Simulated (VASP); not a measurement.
Method: PW91 GGA, VASP's PBE PAW potentials (set 64) (plane waves; VASP).

Input for VASP

POSCAR:
```
CsSnI3
1
    6.2376683117     0.0000000000     0.0000000000
    0.0000000000     6.2376683117     0.0000000000
    0.0000000000     0.0000000000     6.2376683117
Cs Sn I
1 1 3
Direct
  0.0000000000   0.0000000000   0.0000000000
  0.5000000000   0.5000000000   0.5000000000
  0.5000000000   0.0000000000   0.5000000000
  0.0000000000   0.5000000000   0.5000000000
  0.5000000000   0.5000000000   0.0000000000
```

**INCAR**
```
# general
SYSTEM  = CsSnI3
PREC    = Accurate
ENCUT   = 520
LREAL   = .FALSE.
LASPH   = .TRUE.
ICHARG  = 11

# electronic loop
EDIFF   = 1E-7   # SCF stop (eV)
NELM    = 100
ALGO    = Normal
LMAXMIX = 4

# smearing
ISMEAR  = 0
SIGMA   = 0.05   # width (eV)

# functional
GGA     = 91

# output
LWAVE   = .FALSE.
LCHARG  = .FALSE.
LORBIT  = 11
```

KPOINTS:
```
k-points along high-symmetry lines
15
Line-mode
Reciprocal
  0.000000   0.000000   0.000000 ! GAMMA
  0.000000   0.500000   0.000000 ! X

  0.000000   0.500000   0.000000 ! X
  0.500000   0.500000   0.000000 ! M

  0.500000   0.500000   0.000000 ! M
  0.000000   0.000000   0.000000 ! GAMMA

  0.000000   0.000000   0.000000 ! GAMMA
  0.500000   0.500000   0.500000 ! R

  0.500000   0.500000   0.500000 ! R
  0.000000   0.500000   0.000000 ! X

  0.500000   0.500000   0.500000 ! R
  0.500000   0.500000   0.000000 ! M
```

POTCAR, in this order: Cs_sv Sn_d I (PBE.64 set). Program: vasp_std. Read from the step before: CHGCAR.

What VASP printed:

**OSZICAR**
```
       N       E                     dE             d eps       ncg     rms          rms(c)
DAV:   1     0.355650856688E+03    0.35565E+03   -0.18338E+04  4680   0.154E+03
DAV:   2     0.315882483281E+02   -0.32406E+03   -0.31707E+03  5618   0.308E+02
DAV:   3    -0.115979070513E+02   -0.43186E+02   -0.42330E+02  5676   0.123E+02
DAV:   4    -0.133776677395E+02   -0.17798E+01   -0.17661E+01  5582   0.284E+01
DAV:   5    -0.134380756364E+02   -0.60408E-01   -0.60226E-01  7300   0.520E+00
DAV:   6    -0.134386328577E+02   -0.55722E-03   -0.55713E-03  5882   0.420E-01
DAV:   7    -0.134386563423E+02   -0.23485E-04   -0.23484E-04  7344   0.836E-02
DAV:   8    -0.134386566751E+02   -0.33284E-06   -0.33278E-06  5838   0.785E-03
DAV:   9    -0.134386566844E+02   -0.93114E-08   -0.94719E-08  4464   0.150E-03
   1 F= -.13438657E+02 E0= -.13438657E+02  d E =-.682645E-08
```

OUTCAR:
```
 val. band max:        2.6694281900   @ k =   0.5000   0.5000   0.5000

 cond. band min:       3.0315948410   @ k =   0.5000   0.5000   0.5000



 k-point     1 :       0.0000    0.0000    0.0000
  band No.  band energies     occupation
      1     -19.5334      2.00000
      2     -19.4166      2.00000
      3     -19.4166      2.00000
      4     -19.3971      2.00000
      5     -19.3971      2.00000
      6     -19.3971      2.00000
      7     -10.4621      2.00000
      8      -9.7641      2.00000
      9      -9.7641      2.00000
     10      -6.3706      2.00000
     11      -6.3706      2.00000
     12      -6.3706      2.00000
     13      -3.5404      2.00000
     14      -1.9235      2.00000
     15      -1.9235      2.00000
     16      -1.9235      2.00000
     17       0.4211      2.00000
     18       0.4211      2.00000
     19       0.4211      2.00000
     20       0.5734      2.00000
     21       0.5734      2.00000
     22       0.5734      2.00000
     23       4.9372      0.00000
     24       5.8807      0.00000
     25       5.8808      0.00000
     26       6.1955      0.00000

 k-point     2 :       0.0000    0.0357    0.0000
  band No.  band energies     occupation
      1     -19.5334      2.00000
      2     -19.4166      2.00000
      3     -19.4165      2.00000
      4     -19.3971      2.00000
      5     -19.3970      2.00000
      6     -19.3970      2.00000
      7     -10.4605      2.00000
      8      -9.7661      2.00000
      9      -9.7640      2.00000
     10      -6.3705      2.00000
     11      -6.3705      2.00000
     12      -6.3704      2.00000
     13      -3.5605      2.00000
     14      -1.9222      2.00000
     15      -1.9222      2.00000
     16      -1.8924      2.00000
     17       0.4189      2.00000
     18       0.4189      2.00000
     19       0.4190      2.00000
     20       0.5711      2.00000
     21       0.5711      2.00000
     22       0.5715      2.00000
     23       4.9504      0.00000
...
```

The density is held fixed in this step, so its total energy and stress have no physical meaning. Unless said otherwise, spin-orbit coupling is left out, though it shifts the bands of the heavy elements here.

The compound is CsSnI3 in the cubic perovskite structure, the ideal cubic form; the compound distorts at low or room temperature. It was relaxed first.
